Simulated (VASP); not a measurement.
Level of theory: PBEsol GGA, VASP's PBE PAW potentials (set 64) (plane waves; VASP 6.6.1).

VASP input:

### KPOINTS
```
kpoints
0
Gamma
13 13 9
0 0 0
```

### INCAR
```
ALGO=Normal
EDIFF=1E-6
EDIFFG=-0.02
ENCUT=500
GGA=PS
IBRION=2
ISIF=3
ISMEAR=1
LASPH=T
LCHARG=F
LMAXMIX=4
LREAL=F
LWAVE=F
NELM=100
NSW=40
PREC=Accurate
SIGMA=0.1
SYSTEM=TiAl
```

**POSCAR**
```
TiAl
1
    2.7999717985     0.0000000000     0.0000000000
    0.0000000000     2.7999717985     0.0000000000
    0.0000000000     0.0000000000     4.0296421481
Ti Al
1 1
Direct
  0.0000000000   0.0000000000   0.0000000000
  0.5000000000   0.5000000000   0.5000000000
```

POTCAR, in this order: Ti_sv Al (PBE.64 set). Program: vasp_std.

What VASP printed:

### OSZICAR
```
       N       E                     dE             d eps       ncg     rms          rms(c)
DAV:   1     0.883251038533E+02    0.88325E+02   -0.73726E+03  3080   0.135E+03
DAV:   2    -0.920116031442E+01   -0.97526E+02   -0.94935E+02  3116   0.332E+02
DAV:   3    -0.147123759097E+02   -0.55112E+01   -0.52690E+01  4800   0.771E+01
DAV:   4    -0.149147950840E+02   -0.20242E+00   -0.19921E+00  3833   0.127E+01
DAV:   5    -0.149231830038E+02   -0.83879E-02   -0.83784E-02  4488   0.243E+00    0.103E+01
DAV:   6    -0.134133932119E+02    0.15098E+01   -0.12614E+01  3830   0.395E+01    0.340E+00
DAV:   7    -0.132657676713E+02    0.14763E+00   -0.11763E+00  3534   0.115E+01    0.199E+00
DAV:   8    -0.132485322883E+02    0.17235E-01   -0.15731E-01  3493   0.443E+00    0.518E-01
DAV:   9    -0.132469903732E+02    0.15419E-02   -0.28545E-02  3661   0.230E+00    0.263E-01
DAV:  10    -0.132470168779E+02   -0.26505E-04   -0.20346E-03  3757   0.520E-01    0.679E-02
DAV:  11    -0.132470040311E+02    0.12847E-04   -0.53550E-04  3953   0.261E-01    0.485E-02
DAV:  12    -0.132470088814E+02   -0.48503E-05   -0.35748E-05  3577   0.662E-02    0.135E-02
DAV:  13    -0.132470079247E+02    0.95664E-06   -0.11004E-06  2677   0.116E-02
   1 F= -.13247008E+02 E0= -.13246808E+02  d E =-.132470E+02
```

### OUTCAR
```
------------------------ aborting loop because EDIFF is reached ----------------------------------------
  FORCE on cell =-STRESS in cart. coord.  units (eV):
  Direction    XX          YY          ZZ          XY          YZ          ZX
  --------------------------------------------------------------------------------------
  Total       -0.0361661     -0.0361661     -0.0225386      0.0000000      0.0000000      0.0000000
  in kB       -1.8341672     -1.8341672     -1.1430436      0.0000000      0.0000000      0.0000000
  external PRESSURE =      -1.6037926 kB  Pullay stress =       0.0000000 kB
  volume of cell :       31.59
      direct lattice vectors                 reciprocal lattice vectors
     2.799971799  0.000000000  0.000000000     0.357146454  0.000000000  0.000000000
     0.000000000  2.799971799  0.000000000     0.000000000  0.357146454  0.000000000
     0.000000000  0.000000000  4.029642148     0.000000000  0.000000000  0.248160994
 POSITION                                       TOTAL-FORCE (eV/Angst)
 -----------------------------------------------------------------------------------
      0.00000      0.00000      0.00000         0.000000      0.000000      0.000000
      1.39999      1.39999      2.01482         0.000000      0.000000      0.000000
 -----------------------------------------------------------------------------------
    total drift:                               -0.000000      0.000000     -0.000000
  FREE ENERGIE OF THE ION-ELECTRON SYSTEM (eV)
  ---------------------------------------------------
  free  energy   TOTEN  =       -13.2470079247 eV

  energy  without entropy=      -13.2464080122  energy(sigma->0) =      -13.24680795

 reached required accuracy - stopping structural energy minimisation
```
(Selected blocks of OUTCAR.)

File OUTCAR:
```
 val. band max:        8.4860341909   @ k =   0.3846   0.3077   0.2222

 cond. band min:       8.5056391690   @ k =   0.1538   0.0769   0.2222


 Fermi energy:         8.4864104203

 k-point     1 :       0.0000    0.0000    0.0000
  band No.  band energies     occupation
      1     -47.8420      2.00000
      2     -24.3409      2.00000
      3     -23.8782      2.00000
      4     -23.8782      2.00000
      5      -0.6369      2.00000
      6       6.5702      2.00000
      7       7.6257      2.00000
      8       8.2060      2.00053
      9      10.7189      0.00000
     10      10.7189      0.00000
     11      11.8811      0.00000

 k-point     2 :       0.0769    0.0000    0.0000
  band No.  band energies     occupation
      1     -47.8383      2.00000
      2     -24.3372      2.00000
      3     -23.9090      2.00000
      4     -23.8755      2.00000
      5      -0.5180      2.00000
      6       6.6678      2.00000
      7       7.6721      2.00000
      8       8.0922      2.00000
      9      10.7394      0.00000
     10      10.8560      0.00000
     11      11.7612      0.00000

 k-point     3 :       0.1538    0.0000    0.0000
  band No.  band energies     occupation
      1     -47.8279      2.00000
      2     -24.3271      2.00000
      3     -23.9937      2.00000
      4     -23.8682      2.00000
      5      -0.1652      2.00000
      6       6.9300      2.00000
      7       7.7636      2.00000
      8       7.8110      2.00000
      9      10.7966      0.00000
     10      11.2217      0.00000
     11      11.4538      0.00000

 k-point     4 :       0.2308    0.0000    0.0000
  band No.  band energies     occupation
      1     -47.8133      2.00000
      2     -24.3127      2.00000
      3     -24.1117      2.00000
      4     -23.8578      2.00000
      5       0.4108      2.00000
      6       7.2565      2.00000
      7       7.4683      2.00000
      8       7.7141      2.00000
      9      10.8788      0.00000
...
```

The compound is TiAl in the L1_0 structure. It was relaxed first. The electron count is odd and the run is not spin-polarised, which forces a metal.
